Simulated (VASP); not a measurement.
Energy against volume of Zr (hcp). Computed with optB86b-vdW, VASP's PBE PAW potentials (set 64) (plane waves; VASP). Numerical set-up: 520 eV cut-off, 13×13×7 Γ-centred mesh, first-order Methfessel-Paxton smearing of 0.10 eV, potentials Zr_sv.

Shape and ions are relaxed at each volume.

```csv
V (Å³/atom),E (eV/atom)
22.142,-6.02495
22.827,-6.03185
23.512,-6.02621
24.197,-6.00947
```

Fit these four points and predict the energy of the run at 21.457 Å³/atom.

A cubic in V^(−2/3), the third-order Birch-Murnaghan form, passes through the four points with V0 = 22.85 Å³/atom and B0 = 97 GPa, and gives -6.0039 eV/atom there. The run gave -6.0039 eV/atom, -0.0 meV/atom from the fit; all five points give B0 = 97 GPa.

The compound is Zr in the hcp structure. It was relaxed first.
